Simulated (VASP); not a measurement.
# The low-index faces of Be, part 3 of 4

Aim: compare the low-index faces of Be at one level of theory.

VASP 6.6.1; PBE; plane waves and PAW (Be).

So far. Step 4 (Relaxing the slab, 8 atoms, face Be(0001)): The run ended after 9 ionic steps, 0.011 eV below its first step, once the forces on the free atoms met EDIFFG = -0.03. Step 5 (Potential and states of the slab, 8 atoms, face …): The vacuum level lies 5.39 eV above the Fermi level at the upper face; both faces agree, as the slab has next to no dipole.

## 6. Surface relaxation, 12 atoms, face Be(10-10)

System of this step: Be(10-10). The cell holds 12 atoms: 12 Be. Its edges and angles: a = 2.263 Å, b = 3.568 Å, c = 25.452 Å, α = 90.0°, β = 90.0°, γ = 90.0°. It derives from Be. 12 layers of hcp Be, cut at this functional's lattice. Vacuum lies along c.

Input file INCAR:

```
SYSTEM = Be
PREC = Normal
ENCUT = 320
EDIFF = 1E-05
NELM = 120
ISMEAR = 1
SIGMA = 0.15
LREAL = .FALSE.
ALGO = Fast
GGA = PE
NBANDS = 24
LORBIT = 11
LWAVE = .FALSE.
LCHARG = .FALSE.
KPAR = 4
IBRION = 2
NSW = 40
ISIF = 2
EDIFFG = -0.03
POTIM = 0.4
MAXMIX = 40
```

Input file POSCAR:

```
Be
1.0
    2.2629053365      0.0000000000      0.0000000000
    0.0000000000      3.5678202572      0.0000000000
    0.0000000000      0.0000000000     25.4519120414
Be
12
Direct
    0.0000000000      0.0000000000      0.2946733400
    0.5000000000      0.0000000000      0.3716708400
    0.5000000000      0.5000000000      0.3203391700
    0.0000000000      0.0000000000      0.4486683400
    0.0000000000      0.5000000000      0.3973366700
    0.5000000000      0.0000000000      0.5256658300
    0.5000000000      0.5000000000      0.4743341700
    0.0000000000      0.0000000000      0.6026633300
    0.0000000000      0.5000000000      0.5513316600
    0.5000000000      0.0000000000      0.6796608300
    0.5000000000      0.5000000000      0.6283291600
    0.0000000000      0.5000000000      0.7053266600
```

Input file KPOINTS:

```
Automatic mesh
0
Gamma
13 9 1
0 0 0
```

The projector-augmented-wave data sets are Be (PBE family, release 64).

On the command line:

```bash
> mpirun -np 4 vasp_std
```

What it wrote:

```text
[banner, memory and clock lines left out]
running    4 mpi-ranks, on    1 nodes
 distrk:  each k-point on    1 cores,    4 groups
 distr:  one band on    1 cores,    1 groups

 POSCAR found type information on POSCAR Be
 POSCAR found :  1 types and      12 ions
 LDA part: xc-table for (Slater+PW92), standard interpolation
 POSCAR, INCAR and KPOINTS ok, starting setup
 FFT: planning ... GRIDC
 FFT: planning ... GRID_SOFT
 FFT: planning ... GRID
 WAVECAR not read
 entering main loop
       N       E                     dE             d eps       ncg     rms          rms(c)
DAV:   1     0.345365351465E+02    0.34537E+02   -0.67653E+03  1696   0.529E+02
DAV:   2    -0.419253633221E+02   -0.76462E+02   -0.72581E+02  2368   0.128E+02
DAV:   3    -0.453513164791E+02   -0.34260E+01   -0.33750E+01  2296   0.245E+01
DAV:   4    -0.454275430504E+02   -0.76227E-01   -0.76169E-01  2440   0.394E+00
DAV:   5    -0.454293224993E+02   -0.17794E-02   -0.17794E-02  2552   0.491E-01    0.405E+00
RMM:   6    -0.437122182340E+02    0.17171E+01   -0.13390E+00  1732   0.323E+00    0.235E+00
RMM:   7    -0.433952479288E+02    0.31697E+00   -0.22080E-01  1741   0.150E+00    0.142E+00
RMM:   8    -0.432109282239E+02    0.18432E+00   -0.21967E-01  1729   0.151E+00    0.588E-01
RMM:   9    -0.431899215588E+02    0.21007E-01   -0.31310E-02  1743   0.662E-01    0.194E-01
RMM:  10    -0.431820453444E+02    0.78762E-02   -0.12661E-02  1738   0.371E-01    0.138E-01
RMM:  11    -0.431820525229E+02   -0.71785E-05   -0.36998E-03  1758   0.203E-01    0.474E-02
RMM:  12    -0.431821337618E+02   -0.81239E-04   -0.24936E-03  1694   0.130E-01    0.310E-02
RMM:  13    -0.431830920066E+02   -0.95824E-03   -0.57446E-04  1642   0.746E-02    0.146E-02
RMM:  14    -0.431831398325E+02   -0.47826E-04   -0.16277E-04  1529   0.361E-02    0.866E-03
RMM:  15    -0.431832809462E+02   -0.14111E-03   -0.12395E-04  1445   0.263E-02    0.497E-03
RMM:  16    -0.431835707642E+02   -0.28982E-03   -0.45377E-05  1352   0.168E-02    0.330E-03
RMM:  17    -0.431836713039E+02   -0.10054E-03   -0.17433E-05  1281   0.918E-03    0.230E-03
RMM:  18    -0.431837533221E+02   -0.82018E-04   -0.12413E-05  1181   0.714E-03    0.746E-04
RMM:  19    -0.431837593811E+02   -0.60590E-05   -0.18543E-06   919   0.334E-03
   1 F= -.43183759E+02 E0= -.43183984E+02  d E =-.431838E+02
 curvature:   0.00 expect dE= 0.000E+00 dE for cont linesearch  0.000E+00
 trial: gam= 0.00000 g(F)=  0.300E-01 g(S)=  0.000E+00 ort = 0.000E+00 (trialstep = 0.100E+01)
 search vector abs. value=  0.300E-01
 bond charge predicted
       N       E                     dE             d eps       ncg     rms          rms(c)
DAV:   1    -0.432106504960E+02   -0.26897E-01   -0.17438E-01  2168   0.187E+00    0.816E-02
RMM:   2    -0.432102406746E+02    0.40982E-03   -0.36825E-03  1727   0.264E-01    0.397E-02
RMM:   3    -0.432105218121E+02   -0.28114E-03   -0.55892E-04  1751   0.995E-02    0.109E-02
RMM:   4    -0.432105471612E+02   -0.25349E-04   -0.12929E-04  1663   0.436E-02    0.362E-03
RMM:   5    -0.432105649407E+02   -0.17780E-04   -0.19161E-05  1345   0.185E-02    0.158E-03
RMM:   6    -0.432105680776E+02   -0.31368E-05   -0.61533E-06  1244   0.947E-03
   2 F= -.43210568E+02 E0= -.43210778E+02  d E =-.268087E-01
[... from here on, the cycles between the ionic steps are left out ...]
   3 F= -.43253743E+02 E0= -.43253736E+02  d E =-.699839E-01
   4 F= -.43256253E+02 E0= -.43256105E+02  d E =-.724936E-01
   5 F= -.43261063E+02 E0= -.43260684E+02  d E =-.480981E-02
   6 F= -.43262275E+02 E0= -.43261704E+02  d E =-.602160E-02
   7 F= -.43263479E+02 E0= -.43262829E+02  d E =-.120409E-02
   8 F= -.43265926E+02 E0= -.43265022E+02  d E =-.365125E-02
   9 F= -.43265610E+02 E0= -.43264144E+02  d E =-.333548E-02
  10 F= -.43266639E+02 E0= -.43265481E+02  d E =-.436470E-02
  11 F= -.43267961E+02 E0= -.43266744E+02  d E =-.132224E-02
 trial-energy change:   -0.001322  1 .order   -0.001328   -0.001572   -0.001084
 step:   7.0090(harm=  7.0090)  dis= 0.01963  next Energy=   -43.269170 (dE=-0.253E-02)
 bond charge predicted
       N       E                     dE             d eps       ncg     rms          rms(c)
DAV:   1    -0.432697833620E+02   -0.18198E-02   -0.24102E-01  1696   0.224E+00    0.993E-02
RMM:   2    -0.432691599350E+02    0.62343E-03   -0.53836E-03  1723   0.372E-01    0.593E-03
RMM:   3    -0.432692044273E+02   -0.44492E-04   -0.32223E-04  1755   0.920E-02    0.324E-03
RMM:   4    -0.432692105443E+02   -0.61170E-05   -0.64318E-05  1539   0.370E-02
  12 F= -.43269211E+02 E0= -.43267861E+02  d E =-.257130E-02
 curvature:  -7.89 expect dE=-0.259E-03 dE for cont linesearch -0.550E-06
 trial: gam= 0.03495 g(F)=  0.328E-04 g(S)=  0.000E+00 ort = 0.106E-04 (trialstep = 0.314E+01)
 search vector abs. value=  0.355E-04
 reached required accuracy - stopping structural energy minimisation
```

Run time: 73 s. Hardware: 4 MPI ranks of AMD EPYC 7R43, shared host; peak memory 0.65 GiB.

Parts of OUTCAR (step 6):

```text
   k-points           NKPTS =     35   k-points in BZ     NKDIM =     35   number of bands    NBANDS=     24

   ENCUT  =  320.0 eV  23.52 Ry    4.85 a.u.   3.30  5.20 37.12*2*pi/ulx,y,z

   NELECT =      24.0000    total number of electrons

 E-fermi :   0.7083

 k-point     1 :       0.0000    0.0000    0.0000
  band No.  band energies     occupation
    ...
      8      -2.7315      2.00000
      9      -2.6710      2.00000
     10      -1.5296      2.00000
     11      -0.1419      2.00000
     12      -0.0138      2.00000
     13       1.6102     -0.00000
     14       1.7379     -0.00000
     15       1.9979     -0.00000
     16       2.2429     -0.00000
     17       2.3400     -0.00000
    ...

  Total        0.8684478     -1.3138335     -0.0609844      0.0000000      0.0000000      0.0000000
  in kB        6.7711827    -10.2438014     -0.4754880      0.0000000      0.0000000      0.0000000
  external PRESSURE =      -1.3160356 kB  Pullay stress =       0.0000000 kB

 POSITION                                       TOTAL-FORCE (eV/Angst)
 -----------------------------------------------------------------------------------
      0.00000      0.00000      7.64655         0.000000      0.000000     -0.007009
      1.13145      0.00000      9.53744         0.000000      0.000000     -0.001897
      1.13145      1.78391      8.13545         0.000000      0.000000      0.009624
      0.00000      0.00000     11.46114         0.000000      0.000000     -0.000578
      0.00000      1.78391     10.08970         0.000000      0.000000      0.002548
      1.13145      0.00000     13.40287         0.000000      0.000000     -0.016510
      1.13145      1.78391     12.04904         0.000000      0.000000      0.016510
      0.00000      0.00000     15.36221         0.000000      0.000000     -0.002548
      0.00000      1.78391     13.99077         0.000000      0.000000      0.000578
      1.13145      0.00000     17.31646         0.000000      0.000000     -0.009624
      1.13145      1.78391     15.91447         0.000000      0.000000      0.001897
      0.00000      1.78391     17.80537         0.000000      0.000000      0.007009
 -----------------------------------------------------------------------------------
    total drift:                               -0.000000     -0.000000      0.000000

  FREE ENERGIE OF THE ION-ELECTRON SYSTEM (eV)
  ---------------------------------------------------
  free  energy   TOTEN  =       -43.2692105443 eV

  energy  without entropy=      -43.2651624107  energy(sigma->0) =      -43.26786117

[... 1 part as in an earlier step ...]

[... 15 further parts left out ...]
```

CONTCAR:

```
Be
   1.00000000000000
     2.2629053364999998    0.0000000000000000    0.0000000000000000
     0.0000000000000000    3.5678202572000002    0.0000000000000000
     0.0000000000000000    0.0000000000000000   25.4519120414000000
  Be
    12
Direct
     0.0000000000000000    0.0000000000000000    0.3004310890913774
     0.5000000000000000    0.0000000000000000    0.3747239749581553
     0.5000000000000000    0.5000000000000000    0.3196400039835512
     0.0000000000000000    0.0000000000000000    0.4503055868085844
     0.0000000000000000    0.5000000000000000    0.3964220793821027
     0.5000000000000000    0.0000000000000000    0.5265958206649144
     0.5000000000000000    0.5000000000000000    0.4734041793350854
     0.0000000000000000    0.0000000000000000    0.6035779206178975
     0.0000000000000000    0.5000000000000000    0.5496944131914157
     0.5000000000000000    0.0000000000000000    0.6803599960164487
     0.5000000000000000    0.5000000000000000    0.6252760250418445
     0.0000000000000000    0.5000000000000000    0.6995689109086226
```

The run keeps the 8 symmetry operations of its start, so it cannot find a distortion of lower symmetry.

Relaxation path:

| step | energy less that of the first step (eV) | largest force (eV/Å) |
| --- | --- | --- |
| 1 | 0.0000 | 0.4146 |
| 2 | -0.0268 | 0.3412 |
| 3 | -0.0700 | 0.1251 |
| 4 | -0.0725 | 0.1380 |
| 5 | -0.0773 | 0.0683 |
| 6 | -0.0785 | 0.0583 |
| 7 | -0.0797 | 0.0479 |
| 8 | -0.0822 | 0.0436 |
| 9 | -0.0819 | 0.0838 |
| 10 | -0.0829 | 0.0594 |
| 11 | -0.0842 | 0.0415 |
| 12 | -0.0855 | 0.0165 |

The atoms that moved most (Å):

| atom | dx | dy | dz | length |
| --- | --- | --- | --- | --- |
| Be1 | 0.000 | 0.000 | 0.147 | 0.147 |
| Be12 | 0.000 | 0.000 | -0.147 | 0.147 |
| Be11 | 0.000 | 0.000 | -0.078 | 0.078 |
| Be2 | 0.000 | 0.000 | 0.078 | 0.078 |
| Be9 | 0.000 | 0.000 | -0.042 | 0.042 |
| Be4 | 0.000 | 0.000 | 0.042 | 0.042 |
| Be6 | 0.000 | 0.000 | 0.024 | 0.024 |
| Be7 | 0.000 | 0.000 | -0.024 | 0.024 |

Final coordinates:

```xyz
12
Lattice="2.2629 0.0000 0.0000 0.0000 3.5678 0.0000 0.0000 0.0000 25.4519" Properties=species:S:1:pos:R:3
Be    0.0000    0.0000    7.6465
Be    1.1315    0.0000    9.5374
Be    1.1315    1.7839    8.1354
Be    0.0000    0.0000   11.4611
Be    0.0000    1.7839   10.0897
Be    1.1315    0.0000   13.4029
Be    1.1315    1.7839   12.0490
Be    0.0000    0.0000   15.3622
Be    0.0000    1.7839   13.9908
Be    1.1315    0.0000   17.3165
Be    1.1315    1.7839   15.9145
Be    0.0000    1.7839   17.8054
```

This step gave:

* electronic cycles: 69
* electrons: 24
* free energy (TOTEN): -43.27 eV
* energy at zero smearing: -43.27 eV
* Fermi energy: 0.7083 eV

The run ended after 12 ionic steps, 0.085 eV below its first step, once the forces on the free atoms met EDIFFG = -0.03.

## 7. Vacuum level and density of states, 12 atoms, face Be(10-10)

Input file INCAR:

```
SYSTEM = Be
PREC = Normal
ENCUT = 320
EDIFF = 1E-06
NELM = 120
ISMEAR = 1
SIGMA = 0.15
LREAL = .FALSE.
ALGO = Fast
GGA = PE
NBANDS = 24
LORBIT = 11
LWAVE = .FALSE.
LCHARG = .TRUE.
KPAR = 4
IDIPOL = 3
LDIPOL = .TRUE.
DIPOL = 0.5 0.5 0.5
LVHAR = .TRUE.
LVACPOTAV = .TRUE.
NEDOS = 1500
```

Input file POSCAR:

```
Be
1.0
    2.2629053365      0.0000000000      0.0000000000
    0.0000000000      3.5678202572      0.0000000000
    0.0000000000      0.0000000000     25.4519120414
Be
12
Direct
    0.0000000000      0.0000000000      0.3004310891
    0.5000000000      0.0000000000      0.3747239750
    0.5000000000      0.5000000000      0.3196400040
    0.0000000000      0.0000000000      0.4503055868
    0.0000000000      0.5000000000      0.3964220794
    0.5000000000      0.0000000000      0.5265958207
    0.5000000000      0.5000000000      0.4734041793
    0.0000000000      0.0000000000      0.6035779206
    0.0000000000      0.5000000000      0.5496944132
    0.5000000000      0.0000000000      0.6803599960
    0.5000000000      0.5000000000      0.6252760250
    0.0000000000      0.5000000000      0.6995689109
```

KPOINTS is that of step 6.

On the command line:

```bash
> mpirun -np 4 vasp_std
```

What it wrote:

```text
[... set-up lines as in an earlier step ...]
 entering main loop
       N       E                     dE             d eps       ncg     rms          rms(c)
DAV:   1     0.356786852531E+02    0.35679E+02   -0.67935E+03  1696   0.530E+02
DAV:   2    -0.418277936180E+02   -0.77506E+02   -0.73731E+02  2368   0.129E+02
DAV:   3    -0.452655104023E+02   -0.34377E+01   -0.33836E+01  2280   0.246E+01
DAV:   4    -0.453440376972E+02   -0.78527E-01   -0.78478E-01  2416   0.401E+00
DAV:   5    -0.453459150699E+02   -0.18774E-02   -0.18773E-02  2552   0.506E-01    0.400E+00
RMM:   6    -0.437796120303E+02    0.15663E+01   -0.10492E+00  2042   0.300E+00    0.237E+00
RMM:   7    -0.434578290700E+02    0.32178E+00   -0.26420E-01  2023   0.151E+00    0.132E+00
RMM:   8    -0.432928376616E+02    0.16499E+00   -0.15654E-01  2186   0.136E+00    0.542E-01
RMM:   9    -0.432776217534E+02    0.15216E-01   -0.30011E-02  2116   0.621E-01    0.185E-01
RMM:  10    -0.432684217888E+02    0.92000E-02   -0.11013E-02  2209   0.345E-01    0.181E-01
RMM:  11    -0.432675860852E+02    0.83570E-03   -0.38728E-03  2125   0.214E-01    0.559E-02
RMM:  12    -0.432674060088E+02    0.18008E-03   -0.26857E-03  2173   0.140E-01    0.359E-02
RMM:  13    -0.432683912780E+02   -0.98527E-03   -0.54573E-04  2174   0.723E-02    0.145E-02
RMM:  14    -0.432685591074E+02   -0.16783E-03   -0.21361E-04  2134   0.403E-02    0.110E-02
RMM:  15    -0.432687194756E+02   -0.16037E-03   -0.12993E-04  2191   0.283E-02    0.744E-03
RMM:  16    -0.432689267787E+02   -0.20730E-03   -0.32207E-05  2028   0.154E-02    0.390E-03
RMM:  17    -0.432691101873E+02   -0.18341E-03   -0.22918E-05  1958   0.993E-03    0.234E-03
RMM:  18    -0.432691893884E+02   -0.79201E-04   -0.11974E-05  1903   0.678E-03    0.103E-03
RMM:  19    -0.432692031420E+02   -0.13754E-04   -0.19073E-06  1705   0.304E-03    0.404E-04
RMM:  20    -0.432692107304E+02   -0.75884E-05   -0.73045E-07  1538   0.195E-03    0.145E-04
RMM:  21    -0.432692122116E+02   -0.14813E-05   -0.24018E-07  1280   0.123E-03    0.589E-05
RMM:  22    -0.432692124020E+02   -0.19032E-06   -0.39407E-08  1008   0.849E-04
 [... a notice as in an earlier step ...]

   1 F= -.43269212E+02 E0= -.43267862E+02  d E =-.405266E-02
```

The job ended after 31 s (4 MPI ranks; peak memory 0.59 GiB; 2 min of CPU time).

[end of part 3 of 4]

[Lines on the potential files, build, host, timing and source positions are cut from VASP's logs without a mark.]

[Logs are printed without paths, hosts, clocks, repeated set-up lines and the standing remarks that a program may print on its own settings, such as how far it seeks lower states.]

[Hosts, paths, dates, database ids (printed as entryN), source tags and the programs' standing remarks are cut or masked in the printed files.]

[Runs that stopped without an error message from VASP are left out.]
